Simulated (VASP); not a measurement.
A convergence study with VASP on CdO (rock salt): one setting is varied, all else stays as given below, so the limit is that of these other settings.

```
CdO
1.0
    0.00000     2.35000     2.35000
    2.35000     0.00000     2.35000
    2.35000     2.35000     0.00000
Cd O
1 1
Direct
  0.00000   0.00000   0.00000
  0.50000   0.50000   0.50000
```

The numbers are results of PBE GGA, VASP's PBE PAW potentials (set 64) (plane waves; VASP 6.6.1), not measurements. The tightest run used: 700 eV cut-off, 8×8×8 Γ-centred mesh, Gaussian smearing of 0.010 eV, potentials Cd O.

| setting | highest Γ mode (cm⁻¹) | plane waves |
|---|---|---|
| ENCUT = 300 | 263.9 | 331 |
| ENCUT = 400 | 274.8 | 489 |
| ENCUT = 500 | 276.7 | 684 |

Problem. These are the cheaper rows. Estimate the results at ENCUT = 700, and how far the last row shown lies from them.

Solution. 
```
quantity               tightest run  last row shown is off by
---------------------  ------------  ------------------------
highest Γ mode (cm⁻¹)         276.8                      -0.1
```

Left out are rungs that failed or repeat a setting and relaxations that didn't move; long series are thinned to 24 rows.

The compound is CdO in the rock salt structure. The cell was not relaxed at this level.
